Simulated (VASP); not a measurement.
Input for VASP

File KPOINTS:
```
Automatic mesh
0
Gamma
7 7 7
0 0 0
```

### INCAR
```
# general
SYSTEM  = SrVO3
PREC    = Accurate
ENCUT   = 520
LREAL   = .False.   # projection in real space or not
LASPH   = .True.   # aspherical one-centre terms

# electronic loop
EDIFF   = 1E-6
NELM    = 100   # most electronic steps
ALGO    = Normal
LMAXMIX = 4

# smearing
ISMEAR  = 1
SIGMA   = 0.1

# functional
GGA     = PE   # PBE

# ions
IBRION  = 2   # conjugate gradients
NSW     = 60   # most ionic steps
ISIF    = 3   # ions, shape and volume
EDIFFG  = -0.02   # ionic stop

# output
LWAVE   = .False.
LCHARG  = .False.
```

POSCAR:
```
SrVO3
1
    3.8637527914    -0.0000000000     0.0000000000
   -0.0000000000     3.8637527914     0.0000000000
   -0.0000000000    -0.0000000000     3.8637527914
Sr V O
1 1 3
Direct
  0.0000000000   0.0000000000   0.0000000000
  0.5000000000   0.5000000000   0.5000000000
  0.5000000000   0.0000000000   0.5000000000
  0.0000000000   0.5000000000   0.5000000000
  0.5000000000   0.5000000000   0.0000000000
```

POTCAR, in this order: Sr_sv V_sv O (PBE.64 set). Program: vasp_std.

Question: Write an equivalent input for Ansatz.

Answer: One equivalent input (not run):
Ansatz 0.2 input:
```yaml
crystal:
  lattice:
    - [3.8637528, 0.0000000, 0.0000000]
    - [0.0000000, 3.8637528, 0.0000000]
    - [0.0000000, 0.0000000, 3.8637528]
  atoms:
    - { symbol: Sr, position: [0.0000000, 0.0000000, 0.0000000] }
    - { symbol: V, position: [0.5000000, 0.5000000, 0.5000000] }
    - { symbol: O, position: [0.5000000, 0.0000000, 0.5000000] }
    - { symbol: O, position: [0.0000000, 0.5000000, 0.5000000] }
    - { symbol: O, position: [0.5000000, 0.5000000, 0.0000000] }
kpoints:
  mp_grid: { grid: [7, 7, 7] }
hamiltonian:
  xc: pbe
  pseudopotentials: { kind: paw }
scf:
  occupations: { method: methfessel_paxton, width: 0.1 }
  max_iter: 100
relax:
  max_steps: 60
  f_tol: 0.02
  cell: {}
output: { forces: true, stress: true, eigenvalues: true }
```
The two are equivalent in intent, not identical: each code has its own PAW files, so the cut-off isn't converted (ENCUT is set for VASP's; basis.ecutwfc is left out, and Ansatz then takes the one that its files recommend); Ansatz stops its SCF on the density residual and VASP on the energy change (EDIFF).

The compound is SrVO3 in the cubic perovskite structure. It was relaxed first. The start is the result of an earlier pass.
